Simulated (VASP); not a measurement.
Consider the following.

```
HfB2
1.0
    1.52108    -2.63458     0.00000
    1.52108     2.63458     0.00000
    0.00000     0.00000     3.34901
Hf B
1 2
Direct
  0.00000   0.00000   0.00000
  0.33333   0.66667   0.50000
  0.66667   0.33333   0.50000
```

Method: LDA (Ceperley-Alder, Perdew-Zunger), VASP's LDA PAW potentials (set 64) (plane waves; VASP). Run with 620 eV cut-off, 12×12×9 Γ-centred mesh, first-order Methfessel-Paxton smearing of 0.10 eV, potentials Hf_pv B.

Energy and stress use the plane-wave basis of the starting cell.

Q: The ions, cell shape and volume at an external pressure of 30.0 GPa are relaxed. Predict the relaxed structure.

A: 
```
HfB2
1.0
    1.50742    -2.61093     0.00000
    1.50742     2.61093     0.00000
    0.00000     0.00000     3.31979
Hf B
1 2
Direct
  0.00000   0.00000   0.00000
  0.33333   0.66667   0.50000
  0.66667   0.33333   0.50000
```
Space group P6/mmm (191), at a tolerance of 0.03 Å.

Q: How do energy and volume change from the first to the last step?

A: The energy (σ→0) changes by +36.8 meV/atom and the volume by -2.6 %, in 4 ionic steps.

```json
[
 {"step": "1", "E(σ→0) (eV)": "-28.8534", "max force (eV/Å)": "0.000", "pressure (GPa)": "20.02", "volume (Å³)": "26.84"},
 {"step": "2", "E(σ→0) (eV)": "-28.3823", "max force (eV/Å)": "0.000", "pressure (GPa)": "53.66", "volume (Å³)": "24.73"},
 {"step": "3", "E(σ→0) (eV)": "-28.7456", "max force (eV/Å)": "0.000", "pressure (GPa)": "29.81", "volume (Å³)": "26.15"},
 {"step": "4", "E(σ→0) (eV)": "-28.7430", "max force (eV/Å)": "0.000", "pressure (GPa)": "30.00", "volume (Å³)": "26.13"}
]
```

The compound is HfB2 in the AlB2 type structure. This run relaxes it under an external pressure of 30 GPa. Symmetry was kept, so distortions that lower it aren't found.
